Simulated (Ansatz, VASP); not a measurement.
# SiPbS3 in two plane-wave programs, part 3 of 3

Aim: how closely do two programs agree when they are given the same cell, functional and k mesh? The cell is generated by rule, not measured, and may not be a known phase. The cell is taken from a series of runs on this material, whose earlier steps may have relaxed, scaled, displaced or heated it; both programs get it as it stands.

VASP 6.6.1 and Ansatz 0.2.0.

So far: The structure; Ansatz: zone-centre phonons, PBEsol; VASP: zone-centre phonons, PBEsol.

## (3) VASP: zone-centre phonons, PBEsol (continued)

Level of this step: PBEsol; plane waves and PAW (Pb_d, Si, S); invented cell (VASP).

Numbers of over 12 decimals in the logs are rounded to 6 here.

Parts of OUTCAR (step 3):

```text
ion  position               nearest neighbor table
   1  0.000  0.000  0.000-   3 3.24   4 3.24   5 3.24   4 3.24   5 3.24   3 3.24   5 3.24   5 3.24
                             3 3.24   4 3.24   4 3.24   3 3.24
   2  0.500  0.500  0.500-   3 2.29   4 2.29   5 2.29   3 2.29   4 2.29   5 2.29
   3  0.500  0.500  0.000-   2 2.29   2 2.29   1 3.24   1 3.24   1 3.24   1 3.24
   4  0.500  0.000  0.500-   2 2.29   2 2.29   1 3.24   1 3.24   1 3.24   1 3.24
   5  0.000  0.500  0.500-   2 2.29   2 2.29   1 3.24   1 3.24   1 3.24   1 3.24

  LATTYP: Found a simple cubic cell.
 ALAT       =     4.5798392005

 Subroutine GETGRP returns: Found 48 space group operations
 (whereof 48 operations were pure point group operations)

The static configuration has the point symmetry O_h .

 Found     35 irreducible k-points:

   k-points           NKPTS =     35   k-points in BZ     NKDIM =     35   number of bands    NBANDS=     24

   dimension x,y,z NGX =    36 NGY =   36 NGZ =   36
   dimension x,y,z NGXF=    72 NGYF=   72 NGZF=   72

   ENCUT  =  500.0 eV  36.75 Ry    6.06 a.u.   8.35  8.35  8.35*2*pi/ulx,y,z

   NELECT =      36.0000    total number of electrons

 k-points in reciprocal lattice and weights: Automatic mesh
   0.00000000  0.00000000  0.00000000       0.002
   0.12500000  0.00000000  0.00000000       0.012
   0.25000000  0.00000000  0.00000000       0.012
   0.37500000  0.00000000  0.00000000       0.012
   0.50000000  0.00000000  0.00000000       0.006
   0.12500000  0.12500000  0.00000000       0.023
   0.25000000  0.12500000  0.00000000       0.047
   0.37500000  0.12500000  0.00000000       0.047
   0.50000000  0.12500000  0.00000000       0.023
[...]
0.50000000  0.50000000  0.37500000       0.012
   0.50000000  0.50000000  0.50000000       0.002

 average (electrostatic) potential at core
       1 -90.4159       2 -83.6469       3 -84.3991       4 -84.3991       5 -84.3991

  Total       -0.0278269     -0.0278269     -0.0278269     -0.0000000     -0.0000000      0.0000000
  in kB       -0.4641146     -0.4641146     -0.4641146     -0.0000000     -0.0000000      0.0000000
[...]
POSITION                                       TOTAL-FORCE (eV/Angst)
 -----------------------------------------------------------------------------------
      0.00000      0.00000      0.00000         0.000000      0.000000      0.000000
      2.28992      2.28992      2.28992         0.000000      0.000000      0.000000
      2.28992      2.28992      0.00000         0.000000      0.000000      0.000000
      2.28992      0.00000      2.28992         0.000000      0.000000      0.000000
      0.00000      2.28992      2.28992         0.000000      0.000000      0.000000
 -----------------------------------------------------------------------------------
    total drift:                                0.000000      0.000000      0.000000

 Eigenvectors and eigenvalues of the dynamical matrix
 ----------------------------------------------------

   1 f  =    9.291125 THz    58.377857 2PiTHz  309.918554 cm-1    38.424986 meV
             X         Y         Z           dx          dy          dz
      0.000000  0.000000  0.000000     0.000000    0.000000   -0.019986
      2.289920  2.289920  2.289920     0.000000    0.000000   -0.438130
      2.289920  2.289920  0.000000     0.000000    0.000000    0.854455
      2.289920  0.000000  2.289920     0.000000   -0.000000   -0.196912
      0.000000  2.289920  2.289920    -0.000000    0.000000   -0.196912

   2 f  =    9.291125 THz    58.377857 2PiTHz  309.918554 cm-1    38.424986 meV
             X         Y         Z           dx          dy          dz
      0.000000  0.000000  0.000000     0.003121   -0.019741    0.000000
      2.289920  2.289920  2.289920     0.068414   -0.432756   -0.000000
      2.289920  2.289920  0.000000     0.030748   -0.194496   -0.000000
      2.289920  0.000000  2.289920     0.030748    0.843974   -0.000000
      0.000000  2.289920  2.289920    -0.133423   -0.194496   -0.000000

   3 f  =    9.291125 THz    58.377857 2PiTHz  309.918554 cm-1    38.424986 meV
             X         Y         Z           dx          dy          dz
      0.000000  0.000000  0.000000    -0.019741   -0.003121    0.000000
      2.289920  2.289920  2.289920    -0.432756   -0.068414   -0.000000
      2.289920  2.289920  0.000000    -0.194496   -0.030748    0.000000
      2.289920  0.000000  2.289920    -0.194496    0.133423   -0.000000
      0.000000  2.289920  2.289920     0.843974   -0.030748   -0.000000

   4 f  =    0.007522 THz     0.047260 2PiTHz    0.250894 cm-1     0.031107 meV
             X         Y         Z           dx          dy          dz
      0.000000  0.000000  0.000000     0.009200    0.786890   -0.014842
      2.289920  2.289920  2.289920     0.003453    0.295352   -0.005571
      2.289920  2.289920  0.000000     0.003648    0.312008   -0.005916
      2.289920  0.000000  2.289920     0.003648    0.313657   -0.005885
      0.000000  2.289920  2.289920     0.003667    0.312008   -0.005885

   5 f  =    0.007522 THz     0.047260 2PiTHz    0.250894 cm-1     0.031107 meV
             X         Y         Z           dx          dy          dz
      0.000000  0.000000  0.000000     0.782020   -0.010812   -0.088484
      2.289920  2.289920  2.289920     0.293524   -0.004058   -0.033211
      2.289920  2.289920  0.000000     0.310077   -0.004287   -0.035270
      2.289920  0.000000  2.289920     0.310077   -0.004310   -0.035084
      0.000000  2.289920  2.289920     0.311715   -0.004287   -0.035084

   6 f  =    0.007522 THz     0.047260 2PiTHz    0.250894 cm-1     0.031107 meV
             X         Y         Z           dx          dy          dz
      0.000000  0.000000  0.000000    -0.088666   -0.013712   -0.781954
      2.289920  2.289920  2.289920    -0.033280   -0.005147   -0.293499
      2.289920  2.289920  0.000000    -0.035157   -0.005437   -0.311689
      2.289920  0.000000  2.289920    -0.035157   -0.005466   -0.310051
      0.000000  2.289920  2.289920    -0.035342   -0.005437   -0.310051

   7 f/i=    1.177888 THz     7.400890 2PiTHz   39.290123 cm-1     4.871352 meV
             X         Y         Z           dx          dy          dz
      0.000000  0.000000  0.000000     0.013423   -0.033569   -0.555220
      2.289920  2.289920  2.289920    -0.016349    0.040888    0.676277
      2.289920  2.289920  0.000000    -0.004167    0.010420    0.413218
      2.289920  0.000000  2.289920    -0.004167    0.024983    0.172350
      0.000000  2.289920  2.289920    -0.009990    0.010420    0.172350

   8 f/i=    1.177888 THz     7.400890 2PiTHz   39.290123 cm-1     4.871352 meV
             X         Y         Z           dx          dy          dz
      0.000000  0.000000  0.000000     0.391792    0.394802   -0.014398
      2.289920  2.289920  2.289920    -0.477215   -0.480882    0.017537
      2.289920  2.289920  0.000000    -0.121619   -0.122554    0.010715
      2.289920  0.000000  2.289920    -0.121619   -0.293828    0.004469
      0.000000  2.289920  2.289920    -0.291587   -0.122554    0.004469

   9 f/i=    1.177888 THz     7.400890 2PiTHz   39.290123 cm-1     4.871352 meV
             X         Y         Z           dx          dy          dz
      0.000000  0.000000  0.000000    -0.394836    0.390617   -0.033162
      2.289920  2.289920  2.289920     0.480924   -0.475784    0.040392
      2.289920  2.289920  0.000000     0.122564   -0.121254    0.024681
      2.289920  0.000000  2.289920     0.122564   -0.290713    0.010294
      0.000000  2.289920  2.289920     0.293853   -0.121254    0.010294

  10 f/i=    3.140722 THz    19.733739 2PiTHz  104.763210 cm-1    12.988977 meV
             X         Y         Z           dx          dy          dz
      0.000000  0.000000  0.000000     0.000000   -0.000000   -0.000000
      2.289920  2.289920  2.289920     0.000000   -0.000000   -0.000000
      2.289920  2.289920  0.000000    -0.005318   -0.113964   -0.000000
      2.289920  0.000000  2.289920     0.005318    0.000000   -0.697842
      0.000000  2.289920  2.289920     0.000000    0.113964    0.697842

  11 f/i=    3.140722 THz    19.733739 2PiTHz  104.763210 cm-1    12.988977 meV
             X         Y         Z           dx          dy          dz
      0.000000  0.000000  0.000000     0.000000    0.000000    0.000000
      2.289920  2.289920  2.289920    -0.000000   -0.000000   -0.000000
      2.289920  2.289920  0.000000    -0.704260   -0.061483   -0.000000
      2.289920  0.000000  2.289920     0.704260   -0.000000    0.015408
      0.000000  2.289920  2.289920    -0.000000    0.061483   -0.015408

  12 f/i=    3.140722 THz    19.733739 2PiTHz  104.763210 cm-1    12.988977 meV
             X         Y         Z           dx          dy          dz
      0.000000  0.000000  0.000000     0.000000    0.000000    0.000000
      2.289920  2.289920  2.289920     0.000000   -0.000000   -0.000000
      2.289920  2.289920  0.000000    -0.063160    0.695149   -0.000000
      2.289920  0.000000  2.289920     0.063160   -0.000000   -0.113043
      0.000000  2.289920  2.289920     0.000000   -0.695149    0.113043

  13 f/i=    4.575332 THz    28.747659 2PiTHz  152.616650 cm-1    18.922044 meV
             X         Y         Z           dx          dy          dz
      0.000000  0.000000  0.000000     0.043087   -0.262041   -0.000732
      2.289920  2.289920  2.289920     0.082966   -0.504571   -0.001409
      2.289920  2.289920  0.000000    -0.093769    0.570266   -0.000006
      2.289920  0.000000  2.289920    -0.093769   -0.002014    0.001592
      0.000000  2.289920  2.289920     0.000331    0.570266    0.001592

  14 f/i=    4.575332 THz    28.747659 2PiTHz  152.616650 cm-1    18.922044 meV
             X         Y         Z           dx          dy          dz
      0.000000  0.000000  0.000000    -0.262005   -0.043069   -0.004590
      2.289920  2.289920  2.289920    -0.504501   -0.082930   -0.008839
      2.289920  2.289920  0.000000     0.570187    0.093728   -0.000035
      2.289920  0.000000  2.289920     0.570187   -0.000331    0.009990
      0.000000  2.289920  2.289920    -0.002014    0.093728    0.009990

  15 f/i=    4.575332 THz    28.747659 2PiTHz  152.616650 cm-1    18.922044 meV
             X         Y         Z           dx          dy          dz
      0.000000  0.000000  0.000000    -0.004411   -0.001467    0.265520
      2.289920  2.289920  2.289920    -0.008493   -0.002824    0.511270
      2.289920  2.289920  0.000000     0.009599    0.003192    0.002041
      2.289920  0.000000  2.289920     0.009599   -0.000011   -0.577837
      0.000000  2.289920  2.289920    -0.000034    0.003192   -0.577837

 ELASTIC MODULI CONTR FROM IONIC RELAXATION (kBar)
 Direction    XX          YY          ZZ          XY          YZ          ZX
 --------------------------------------------------------------------------------
 XX           0.0000      0.0000      0.0000      0.0000      0.0000      0.0000
 YY           0.0000      0.0000      0.0000      0.0000      0.0000      0.0000
 ZZ           0.0000      0.0000      0.0000      0.0000      0.0000      0.0000
 XY           0.0000      0.0000      0.0000      0.0000      0.0000      0.0000
 YZ           0.0000      0.0000      0.0000      0.0000      0.0000      0.0000
 ZX           0.0000      0.0000      0.0000      0.0000      0.0000      0.0000
 --------------------------------------------------------------------------------
```

## (4) Differences

Known differences besides the potentials themselves: the cutoff is 420 eV in Ansatz and 500 eV in VASP; Ansatz makes its cores anew for this functional, VASP keeps those of its PBE data sets. Total energies have different zeros and are not compared.

Compared:

```tsv
quantity	Ansatz	VASP	difference
optical mode 1 to 3 (imaginary, printed as negative) (cm⁻¹)	-152.1	-152.6	+0.6
optical mode 4 to 6 (imaginary, printed as negative) (cm⁻¹)	-104.7	-104.8	+0.1
optical mode 7 to 9 (imaginary, printed as negative) (cm⁻¹)	-37.6	-39.3	+1.6
optical mode 10 to 12 (cm⁻¹)	310.1	309.9	+0.06 %
```

Modes are paired by rising frequency, not by their patterns, so a pair may set unlike modes beside each other; they are those without the splitting of longitudinal modes.

## (5) Results

| Item | Value |
| --- | --- |
| r.m.s. difference of the optical zone-centre modes, each program's sorted by frequency (zone-centre phonons, PBEsol) | 0.87 cm⁻¹ |

What this shows: The r.m.s. difference of the optical zone-centre modes, each program's sorted by frequency is 0.87 cm⁻¹ (zone-centre phonons, PBEsol). How closely two codes agree says nothing of how well the functional describes the real material.

[Lines on the potential files, build, host, timing and source positions are cut from VASP's logs without a mark.]

[Logs are printed without paths, hosts, clocks, repeated set-up lines and the standing remarks that a program may print on its own settings, such as how far it seeks lower states.]

[Hosts, paths, dates, database ids (printed as entryN), source tags and the programs' standing remarks are cut or masked in the printed files.]
